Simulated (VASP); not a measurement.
A convergence study with VASP on KCl (rock salt): one setting is varied, all else stays as given below, so the limit is that of these other settings. Each run relaxes cell and ions from the cell shown.

```
CELL_PARAMETERS angstrom
      0.00000     3.14500     3.14500
      3.14500     0.00000     3.14500
      3.14500     3.14500     0.00000
ATOMIC_POSITIONS crystal
  K  0.00000 0.00000 0.00000
  Cl 0.50000 0.50000 0.50000
```

Method: PBE GGA, VASP's PBE PAW potentials (set 64) (plane waves; VASP 6.6.1). The tightest run used: 550 eV cut-off, 11×11×11 Γ-centred mesh, Gaussian smearing of 0.050 eV, potentials K_sv Cl.

Gaps are read on the run's mesh, which can miss a band edge.

Problem. The settings run are 2×2×2 mesh; 3×3×3 mesh; 4×4×4 mesh; 5×5×5 mesh; 7×7×7 mesh; 8×8×8 mesh; 9×9×9 mesh; 10×10×10 mesh; 11×11×11 mesh. From which on does the relaxed volume stay within 0.02 Å³/atom of the tightest run?

Solution. From 4×4×4 mesh on: it is off by 0.001 there and by no more than 0.02 in any finer run, while 3×3×3 mesh is off by 0.039.
```csv
setting,relaxed volume (Å³/atom),E (eV/atom),gap on the mesh (eV),irreducible k-points,difference judged (Å³/atom)
2×2×2 mesh,33.211,-3.3734,4.941,3,0.679
3×3×3 mesh,32.571,-3.4039,5.035,4,0.039
4×4×4 mesh,32.531,-3.4052,5.041,8,0.001
5×5×5 mesh,32.533,-3.4053,5.041,10,0.001
7×7×7 mesh,32.531,-3.4053,5.041,20,0.001
8×8×8 mesh,32.532,-3.4053,5.041,29,0.000
9×9×9 mesh,32.532,-3.4053,5.041,35,0.000
10×10×10 mesh,32.532,-3.4053,5.041,47,0.000
11×11×11 mesh,32.532,-3.4053,5.041,56,0.000
```

Left out are rungs that failed or repeat a setting and relaxations that didn't move; long series are thinned to 24 rows.

The compound is KCl in the rock salt structure.
